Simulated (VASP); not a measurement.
Wanted: the native input for a VASP 6.6.1 run.

```
Task                   : electrostatic potential
Functional             : PBEsol
Dispersion             : D4
Potentials or basis    : VASP PAW PBE potentials, release 64 (Pd)
Cutoff                 : 520 eV
k mesh                 : 18 × 18 × 18
Occupations            : methfessel-paxton, width 0.1 eV
Spin                   : no spin polarisation
Further INCAR settings : ALGO = Normal; EDIFF = 1e-06
```

The structure of Pd lies in POSCAR:

```
Pd                                      
1.0
   -0.0000000000      1.9270094513      1.9270094513
    1.9270094513      0.0000000000      1.9270094513
    1.9270094513      1.9270094513      0.0000000000
  Pd            
     1
Direct
     0.0000000000000000    0.0000000000000000    0.0000000000000000
```

The cell was built by a generator and needn't be a form met in nature.

One way to write it, as run:

INCAR

```
SYSTEM = Pd
ALGO = Normal
EDIFF = 1E-6
ENCUT = 520
GGA = PS
ISIF = 2
ISMEAR = 1
IVDW = 13
LASPH = .True.
LCHARG = .True.
LREAL = .False.
LVHAR = .True.
LWAVE = .False.
NELM = 60
PREC = Accurate
SIGMA = 0.1
```

KPOINTS

```
k-points
0
Gamma
  18 18 18
  0 0 0
```

Potentials or basis: VASP PAW PBE potentials, release 64 (Pd).

The run is started by

```bash
$ cat potpaw_PBE.64/Pd/POTCAR > POTCAR
$ mpirun -np 1 vasp_std > vasp.out
```

Results of the run:

| Quantity | Value |
| --- | --- |
| Pressure | 0.0 GPa |
| Band gap on the k mesh | none (metal or under the smearing width) |
| Dispersion energy per atom | -0.294 eV |

Caveat: the PAW data sets were made with another functional, which shifts forces and pressure a little; pairwise dispersion overbinds metals, which lowers pressure and volume.

It took 11 s on 1 thread of Intel(R) Xeon(R) Platinum 8488C (Sapphire Rapids) (shared host), peak memory 0.14 GiB.
